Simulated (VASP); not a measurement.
Energy against volume of Cu (fcc). All values below come from rev-vdW-DF2, VASP's PBE PAW potentials (set 64) (plane waves; VASP).

```
V (Å³/atom)  E (eV/atom)
-----------  -----------
11.015          -1.18939
11.367          -1.20600
11.719          -1.21090
12.070          -1.20603
12.422          -1.19308
```

**Question.** Fit a third-order Birch-Murnaghan equation of state.

**Answer.** 
volume per atom: 11.71 Å³/atom
bulk modulus: 148 GPa
pressure derivative of the bulk modulus: 5.14
lattice constant a: 0.3605 nm

Measured: bulk modulus 144 GPa at 0 K (computed value off by +2.8 %), as given by Daniel Mejia-Rodriguez et al., Physical Review B (2018), arXiv:1807.09216 [0 K value with the zero-point phonon effect removed]; a 3.595 Å at 0 K (computed value off by +0.3 %), as given by Gábor I. Csonka et al., Physical Review B (2009), arXiv:0903.4037 [low-temperature or extrapolated to 0 K; zero-point anharmonic expansion removed].

The compound is Cu in the fcc structure. It was relaxed first.
